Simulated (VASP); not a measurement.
# Al2GaP3 (Cmc2_1) in VASP: density of states with PBE

Aim: the density of states of Al2GaP3 with PBE.

Everything below comes from runs of VASP 6.6.1. Logs are shortened: lines on timing, memory, paths and dates and some standing lists are left out, and cuts for length are marked.

**1. The structure**

The structure is orthorhombic, space group Cmc2_1 (No. 36). The conventional cell has a = 11.656 Å, b = 6.728 Å, c = 6.387 Å, α = 90.00°, β = 90.00°, γ = 90.00°. Al (site symmetry 1) has 4 P at 2.38 to 2.39 Å as nearest neighbours. Ga (site symmetry m) is surrounded by 4 P at 2.38 to 2.39 Å. Around P (site symmetry 1) lie 3 Al at 2.38 to 2.39 Å and 1 Ga at 2.39 Å. P (site symmetry m) is surrounded by 2 Al at 2.38 Å and 2 Ga at 2.38 to 2.39 Å.

The cell was built by a generator and needn't be a form met in nature.

**2. Density of states, PBE**

POSCAR reads:

```
Al2GaP3
1.0
    5.8281700000     -3.3638400000      0.0000000000
    5.8281700000      3.3638400000      0.0000000000
    0.0000000000      0.0000000000      6.3869300000
Al Ga P
4 2 6
Direct
    0.4997060000      0.1666100000      0.5000740000
    0.8333900000      0.5002940000      0.5000740000
    0.5002940000      0.8333900000      0.0000740000
    0.1666100000      0.4997060000      0.0000740000
    0.1665450000      0.8334550000      0.4989790000
    0.8334550000      0.1665450000      0.9989790000
    0.5003210000      0.8333360000      0.6258460000
    0.1666640000      0.4996790000      0.6258460000
    0.8327390000      0.1672610000      0.6240830000
    0.4996790000      0.1666640000      0.1258460000
    0.8333360000      0.5003210000      0.1258460000
    0.1672610000      0.8327390000      0.1240830000
```

INCAR.step1 reads:

```
  PREC = Accurate
  ENCUT = 520
  EDIFF = 1E-6
  ISMEAR = 0
  SIGMA = 0.03
  LREAL = False
  LASPH = True
  NELM = 80
  ALGO = Normal
  ISIF = 2
  LWAVE = False
  LCHARG = True
  GGA = PE
  NBANDS = 46
  KPAR = 4
```

KPOINTS.step1 reads:

```
regular mesh
0
Gamma
  4 4 4
```

INCAR.step2 reads:

```
  PREC = Accurate
  ENCUT = 520
  EDIFF = 1E-6
  ISMEAR = -5
  SIGMA = 0.03
  LREAL = False
  LASPH = True
  NELM = 80
  ALGO = Normal
  ISIF = 2
  LWAVE = False
  LCHARG = False
  GGA = PE
  LORBIT = 11
  NBANDS = 46
  KPAR = 4
  NEDOS = 2001
  ICHARG = 11
```

KPOINTS.step2 reads:

```
regular mesh
0
Gamma
  6 6 6
```

Potentials or basis: VASP PAW PBE potentials, release 64 (Al, Ga_d, P).

Launch:

```sh
> cat potpaw_PBE.64/Al/POTCAR potpaw_PBE.64/Ga_d/POTCAR potpaw_PBE.64/P/POTCAR > POTCAR
> cp INCAR.step1 INCAR
> cp KPOINTS.step1 KPOINTS
> mpirun -np 4 vasp_std > vasp.out
> cp INCAR.step2 INCAR
> cp KPOINTS.step2 KPOINTS
> mpirun -np 4 vasp_std > vasp.out
```

OUTCAR:

```text
PREC = Accurate
   ENCUT = 520
   EDIFF = 1E-6
   ISMEAR = -5
   LREAL = False
   LASPH = True
   NELM = 80
   ISIF = 2
   GGA = PE
   LORBIT = 11
   ICHARG = 11

 ion  position               nearest neighbor table
   1  0.500  0.167  0.500-   9 2.38   7 2.38   8 2.38  10 2.39
   2  0.833  0.500  0.500-   9 2.38   8 2.38   7 2.38  11 2.39
   3  0.500  0.833  0.000-  12 2.38  10 2.38  11 2.38   7 2.39
   4  0.167  0.500  0.000-  12 2.38  11 2.38  10 2.38   8 2.39
   5  0.167  0.833  0.499-   9 2.38   8 2.39   7 2.39  12 2.39
   6  0.833  0.167  0.999-  12 2.38  11 2.39  10 2.39   9 2.39
   7  0.500  0.833  0.626-   1 2.38   2 2.38   5 2.39   3 2.39
   8  0.167  0.500  0.626-   2 2.38   1 2.38   5 2.39   4 2.39
   9  0.833  0.167  0.624-   1 2.38   2 2.38   5 2.38   6 2.39
  10  0.500  0.167  0.126-   3 2.38   4 2.38   6 2.39   1 2.39
  11  0.833  0.500  0.126-   4 2.38   3 2.38   6 2.39   2 2.39
  12  0.167  0.833  0.124-   3 2.38   4 2.38   6 2.38   5 2.39

  LATTYP: Found a base centered orthorhombic cell.
 ALAT       =     6.7276800000
 B/A-ratio  =     1.7325942970
 C/A-ratio  =     0.9493510393

  Lattice vectors:

 A1 = (  -5.8281700000,  -3.3638400000,   0.0000000000)
 A2 = (   5.8281700000,  -3.3638400000,   0.0000000000)
 A3 = (   0.0000000000,   0.0000000000,   6.3869300000)

Analysis of symmetry for initial positions (statically):
=====================================================================
 Subroutine PRICEL returns:
 Original cell was already a primitive cell.

 Routine SETGRP: Setting up the symmetry group for a
 base centered orthorhombic supercell.

 Subroutine GETGRP returns: Found  4 space group operations
 (whereof  2 operations were pure point group operations)
 out of a pool of  8 trial point group operations.

The static configuration has the point symmetry C_1h.
 The point group associated with its full space group is C_2v.

Analysis of symmetry for dynamics (positions and initial velocities):
=====================================================================
 Subroutine PRICEL returns:
 Original cell was already a primitive cell.

 Routine SETGRP: Setting up the symmetry group for a
 base centered orthorhombic supercell.

 Subroutine GETGRP returns: Found  4 space group operations
 (whereof  2 operations were pure point group operations)
 out of a pool of  8 trial point group operations.

The dynamic configuration has the point symmetry C_1h.
 The point group associated with its full space group is C_2v.

[... 148 lines left out ...]
   IVDW    =     0    specifies the selected vdW correction
   LEPSILON=     F    determine dielectric tensor
   LRPA    =     F    only Hartree local field effects (RPA)
 non-spin polarized calculation
 Fermi weights with tetrahedron method with Bloechl corrections
  energy-cutoff  :      520.00
  volume of cell :      250.43
 maximum number of plane-waves:      6792

 number of electron      68.0000000 magnetization

 Free energy of the ion-electron system (eV)
  ---------------------------------------------------
  ext. energy  EPLUGINS =         0.00000000
  ---------------------------------------------------
  free energy    TOTEN  =       -59.66333910 eV

  energy without entropy =      -59.66333910  energy(sigma->0) =      -59.66333910

 E-fermi :   4.4424     XC(G=0):  -9.2993

 val. band max:        4.4399321292   @ k =   0.0000   0.0000   0.0000
 cond. band min:       6.1329048465   @ k =  -0.3333   0.3333   0.3333
 fundamental gap:      1.6929727174
 Fermi energy:         4.4424300409

 k-point     1 :       0.0000    0.0000    0.0000
  band No.  band energies     occupation
      1      -9.9321      2.00000
      2      -9.9153      2.00000
      3      -9.8986      2.00000
      4      -9.8982      2.00000
      5      -9.8828      2.00000
      6      -9.8654      2.00000
[... 1165 lines left out ...]
     45       9.2286      0.00000
     46       9.3796      0.00000

 [... further k-points ...]

------------------------ aborting loop because EDIFF is reached ----------------------------------------

  FORCE on cell =-STRESS in cart. coord.  units (eV):
  Direction    XX          YY          ZZ          XY          YZ          ZX
  --------------------------------------------------------------------------------------
  -------------------------------------------------------------------------------------
  Total       -0.1531254     -0.1568718     -0.1072166      0.0000000      0.0000000      0.0000000
  in kB       -0.9796436     -1.0036121     -0.6859352      0.0000000      0.0000000      0.0000000
  external PRESSURE =      -0.8897303 kB  Pullay stress =       0.0000000 kB

 VOLUME and BASIS-vectors are now :
 -----------------------------------------------------------------------------
  energy-cutoff  :      520.00
  volume of cell :      250.43
      direct lattice vectors                 reciprocal lattice vectors
     5.828170000 -3.363840000  0.000000000     0.085790222 -0.148639650  0.000000000
     5.828170000  3.363840000  0.000000000     0.085790222  0.148639650  0.000000000
     0.000000000  0.000000000  6.386930000     0.000000000  0.000000000  0.156569745

 POSITION                                       TOTAL-FORCE (eV/Angst)
 -----------------------------------------------------------------------------------
      3.88340     -1.12048      3.19394         0.000801     -0.000060      0.000066
      7.77294     -1.12048      3.19394        -0.000801     -0.000060      0.000066
      7.77294      1.12048      0.00047        -0.000801      0.000060      0.000066
      3.88340      1.12048      0.00047         0.000801      0.000060      0.000066
      5.82817      2.24338      3.18694         0.000000      0.002134     -0.001413
      5.82817     -2.24338      6.38041         0.000000     -0.002134     -0.001413
      7.77278      1.12021      3.99723        -0.000425      0.001302      0.000792
      3.88356      1.12021      3.99723         0.000425      0.001302      0.000792
      5.82817     -2.23856      3.98597         0.000000     -0.000799     -0.000303
      3.88356     -1.12021      0.80377         0.000425     -0.001302      0.000792
      7.77278     -1.12021      0.80377        -0.000425     -0.001302      0.000792
      5.82817      2.23856      0.79251         0.000000      0.000799     -0.000303
 -----------------------------------------------------------------------------------
    total drift:                                0.000001      0.000000     -0.000737

  FREE ENERGIE OF THE ION-ELECTRON SYSTEM (eV)
  ---------------------------------------------------
  free  energy   TOTEN  =       -59.6633391005 eV

  energy  without entropy=      -59.6633391005  energy(sigma->0) =      -59.66333910

 total charge

# of ion       s       p       d       tot
------------------------------------------
    1        0.395   0.376   0.000   0.771
    2        0.395   0.376   0.000   0.771
    3        0.395   0.376   0.000   0.771
    4        0.395   0.376   0.000   0.771
    5        0.855   0.801  10.007  11.663
    6        0.855   0.801  10.007  11.663
    7        1.013   1.563   0.000   2.576
    8        1.013   1.563   0.000   2.576
    9        1.015   1.545   0.000   2.560
   10        1.013   1.563   0.000   2.576
   11        1.013   1.563   0.000   2.576
   12        1.015   1.545   0.000   2.560
--------------------------------------------------
tot          9.371  12.450  20.013  41.834
```

OUTCAR.step1:

```text
PREC = Accurate
   ENCUT = 520
   EDIFF = 1E-6
   ISMEAR = 0
   LREAL = False
[... 1288 lines left out ...]
      5.82817     -2.23856      3.98597        -0.000000      0.001264     -0.000462
      3.88356     -1.12021      0.80377        -0.001233     -0.000326      0.001271
      7.77278     -1.12021      0.80377         0.001233     -0.000326      0.001271
      5.82817      2.23856      0.79251        -0.000000     -0.001264     -0.000462
 -----------------------------------------------------------------------------------
    total drift:                                0.000001      0.000000      0.000289

  FREE ENERGIE OF THE ION-ELECTRON SYSTEM (eV)
  ---------------------------------------------------
  free  energy   TOTEN  =       -59.6650657392 eV

  energy  without entropy=      -59.6650657392  energy(sigma->0) =      -59.66506574
```

OSZICAR.step1:

```text
N       E                     dE             d eps       ncg     rms          rms(c)
DAV:   1     0.479491819256E+03    0.47949E+03   -0.27586E+04  1958   0.156E+03
DAV:   2     0.166572058309E+02   -0.46283E+03   -0.43748E+03  2206   0.399E+02
DAV:   3    -0.569541444952E+02   -0.73611E+02   -0.70659E+02  2224   0.130E+02
DAV:   4    -0.614634005512E+02   -0.45093E+01   -0.44713E+01  2610   0.327E+01
DAV:   5    -0.616022557765E+02   -0.13886E+00   -0.13850E+00  2634   0.561E+00    0.107E+01
DAV:   6    -0.598574287524E+02    0.17448E+01   -0.32330E+00  2844   0.136E+01    0.673E+00
DAV:   7    -0.596628130882E+02    0.19462E+00   -0.16506E+00  2336   0.402E+00    0.287E+00
DAV:   8    -0.596634471455E+02   -0.63406E-03   -0.19040E-01  2598   0.352E+00    0.482E-01
DAV:   9    -0.596638083584E+02   -0.36121E-03   -0.20278E-02  2736   0.166E+00    0.166E-01
DAV:  10    -0.596645293909E+02   -0.72103E-03   -0.25958E-03  2400   0.267E-01    0.969E-02
DAV:  11    -0.596650504445E+02   -0.52105E-03   -0.80201E-04  2344   0.148E-01    0.253E-02
DAV:  12    -0.596650551366E+02   -0.46921E-05   -0.63986E-05  2482   0.494E-02    0.214E-02
DAV:  13    -0.596650656052E+02   -0.10469E-04   -0.24203E-05  2188   0.224E-02    0.102E-02
DAV:  14    -0.596650657392E+02   -0.13403E-06   -0.23272E-06  1914   0.161E-02
   1 F= -.59665066E+02 E0= -.59665066E+02  d E =-.155421E-12
```

It took 3.9 min on 4 MPI ranks of AMD EPYC 7R13 (Zen 3), shared host; peak memory 0.6 GiB.

What came out:

| Property | Result |
| --- | --- |
| Valence electrons inside the program's atomic spheres | Al 0.77; Ga 11.66; P 2.58, 2.56 |

States per cell in windows of 1 eV (zero at the valence-band top; states under -8 eV left out):
| from (eV) | total | P9_p | P12_p | P7_p | P8_p | P10_p | P11_p |
| --- | --- | --- | --- | --- | --- | --- | --- |
| -8.0 | 0.00 | 0.00 | 0.00 | 0.00 | 0.00 | 0.00 | 0.00 |
| -7.0 | 0.58 | 0.02 | 0.02 | 0.01 | 0.01 | 0.01 | 0.01 |
| -6.0 | 5.37 | 0.16 | 0.16 | 0.13 | 0.13 | 0.13 | 0.13 |
| -5.0 | 3.66 | 0.09 | 0.09 | 0.12 | 0.12 | 0.12 | 0.12 |
| -4.0 | 4.82 | 0.18 | 0.18 | 0.18 | 0.18 | 0.18 | 0.18 |
| -3.0 | 7.98 | 0.34 | 0.34 | 0.36 | 0.36 | 0.36 | 0.36 |
| -2.0 | 10.49 | 0.55 | 0.55 | 0.56 | 0.56 | 0.56 | 0.56 |
| -1.0 | 3.19 | 0.21 | 0.21 | 0.19 | 0.19 | 0.19 | 0.19 |
| 0.0 | 0.00 | 0.00 | 0.00 | 0.00 | 0.00 | 0.00 | 0.00 |
| 1.0 | 0.38 | 0.01 | 0.01 | 0.00 | 0.00 | 0.00 | 0.00 |
| 2.0 | 5.75 | 0.08 | 0.08 | 0.06 | 0.06 | 0.06 | 0.06 |
| 3.0 | 7.20 | 0.10 | 0.10 | 0.09 | 0.09 | 0.09 | 0.09 |
| 4.0 | 9.74 | 0.15 | 0.15 | 0.14 | 0.14 | 0.14 | 0.14 |
| 5.0 | 0.99 | 0.02 | 0.02 | 0.02 | 0.02 | 0.02 | 0.02 |
